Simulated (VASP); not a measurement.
Input of a VASP 6.6.1 run:

Contents of INCAR:

```
SYSTEM = GaP
PREC = Accurate ; ENCUT = 520
EDIFF = 1E-6 ; ISMEAR = 0
SIGMA = 0.01 ; LREAL = .False.
LASPH = .True. ; NELM = 60
ALGO = Normal ; ISIF = 2
LWAVE = .False. ; LCHARG = .False.
GGA = PE ; NBANDS = 16
```

KPOINTS

```
Automatic mesh
0
Gamma
  8 8 8
  0 0 0
```

POSCAR

```
GaP
1.0
    0.0000000000      2.7529784786      2.7529784786
    2.7529784786      0.0000000000      2.7529784786
    2.7529784786      2.7529784786      0.0000000000
Ga P
1 1
Direct
    0.0000000000      0.0000000000      0.0000000000
    0.2500000000      0.2500000000      0.2500000000
```

Potentials or basis: VASP PAW PBE potentials, release 64 (Ga_d, P).

Launch:

```sh
$ cat potpaw_PBE.64/Ga_d/POTCAR potpaw_PBE.64/P/POTCAR > POTCAR
$ mpirun -np 1 vasp_std > vasp.out
```

Q: What does it give for the band gap on the k mesh?

A: 1.58 eV, direct.

Q: Predict the pressure.

A: -0.1 GPa.

**Measured values to compare with.**

“Stacking defects in GaP nanowires: Electronic structure and optical properties”, 2018, arxiv:1810.01194 quotes, for a bulk crystal of GaP at 10 K: band gap 2.34 eV (indirect).

Measured gap of GaP: 2.34 eV (indirect; 10 K; quoted in “Stacking defects in GaP nanowires: Electronic structure and optical properties”, 2018, arxiv:1810.01194). This calculation gives 1.58 eV (-0.76 eV). Spin-orbit coupling on Ga is left out. The value is that of PBE on a finite k mesh, which can miss the band edges, without temperature or zero-point motion. Semilocal functionals fall short of measured gaps as a rule. The cell is a database's relaxed one, not the measured one, which moves gaps too.
